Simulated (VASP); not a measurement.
Write the native input for VASP 6.6.1 that does the following.

- Task: relaxation of cell and atoms
- Functional: LDA
- Potentials or basis: VASP PAW LDA potentials, release 64 (Li_sv, Bi_d, S)
- Cutoff: 600 eV
- k mesh: 5 × 5 × 5
- Occupations: fermi-dirac, width 0.05 eV
- Spin: no spin polarisation
- Target pressure: 5 GPa
- Further INCAR settings: ALGO = Normal; EDIFF = 1e-07; IBRION = 2; EDIFFG = -0.01; NSW = 60; ISIF = 3
- Target pressure: 5 GPa

The structure of LiBiS3 lies in POSCAR:

```
LiBiS3
1.0
    4.5614400000      0.0000000000      0.0000000000
    0.0000000000      4.5614400000      0.0000000000
    0.0000000000      0.0000000000      4.5614400000
Li Bi S
1 1 3
Direct
    0.5000000000      0.5000000000      0.5000000000
    0.0000000000      0.0000000000      0.0000000000
    0.5000000000      0.5000000000      0.0000000000
    0.0000000000      0.5000000000      0.5000000000
    0.5000000000      0.0000000000      0.5000000000
```

The cell was built by a generator and needn't be a form met in nature.

The input as run:

INCAR

```
PREC     = Accurate       # precision mode
ENCUT    = 600            # plane-wave cutoff, eV
EDIFF    = 1E-7           # SCF threshold, eV
ISMEAR   = -1             # smearing method
SIGMA    = 0.05           # smearing width, eV
LREAL    = False          # projectors in reciprocal space
LASPH    = True           # aspherical terms in the spheres
NELM     = 60             # most SCF steps
ALGO     = Normal         # electronic algorithm
ISIF     = 3              # what is computed and relaxed
LWAVE    = False          # write WAVECAR
LCHARG   = False          # write CHGCAR
IBRION   = 2              # ionic algorithm
NSW      = 60             # ionic steps
EDIFFG   = -0.01          # ionic threshold
PSTRESS  = 50
```

KPOINTS

```
Automatic mesh
0
Gamma
  5 5 5
```

Potentials or basis: VASP PAW LDA potentials, release 64 (Li_sv, Bi_d, S).

Command:

```console
$ cat potpaw_LDA.64/Li_sv/POTCAR potpaw_LDA.64/Bi_d/POTCAR potpaw_LDA.64/S/POTCAR > POTCAR
$ mpirun -np 1 vasp_std > vasp.out
```

It gave:

```yaml
Relaxed_volume: 16.46 Å³/atom
Relaxed_cell: a = 4.349 Å, b = 4.349 Å, c = 4.349 Å, α = 90.00°, β = 90.00°, γ = 90.00°
Space_group_after_relaxing_to_0.05_Å: Pm-3m (No. 221)
Energy_change_on_relaxing_the_enthalpy_is_what_falls: -11.5 meV/atom
Ionic_steps: 3
Pressure_after_relaxing: 5.0 GPa
Band_gap_on_the_k_mesh: none (metal or under the smearing width)
```

Caveat: the cutoff is under 1.25 times the usual one of these potentials, so pressure, stress and relaxed cells hold a basis-set (Pulay) error; the cell is relaxed towards a set pressure, so the enthalpy falls and the energy may rise; spin-orbit coupling is left out, which moves the levels of the heavy elements.

Wall time 24 s on 1 thread of Intel(R) Xeon(R) 6975P-C (Granite Rapids) (shared host), peak memory 0.19 GiB.
